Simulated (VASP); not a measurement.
```xyz
2
Lattice="0.0000 2.3029 2.3029 2.3029 0.0000 2.3029 2.3029 2.3029 0.0000" Properties=species:S:1:pos:R:3 pbc="T T T"
Hf     0.0000     0.0000     0.0000
C      2.3029     2.3029     2.3029
```

Level of theory: PBEsol GGA, VASP's PBE PAW potentials (set 64) (plane waves; VASP 6.6.1). Numerical set-up: 530 eV cut-off, 12×12×12 Γ-centred mesh, first-order Methfessel-Paxton smearing of 0.10 eV, potentials Hf_pv C.

Unless said otherwise, spin-orbit coupling is left out, though it shifts the bands of the heavy elements here.

Q: Predict the energy per atom (σ→0), band gap (on the k-mesh) with the smallest direct gap where there is one.

A: 
```json
{
  "band gap (on the k-mesh)": "none (metal, semimetal or under 0.01 eV)",
  "energy per atom (σ→0)": "-11.098 eV/atom"
}
```

Total energies compare only between runs with the same potentials, cut-off and functional.

The compound is HfC in the rock salt structure. It was relaxed first. The start is the result of an earlier pass.
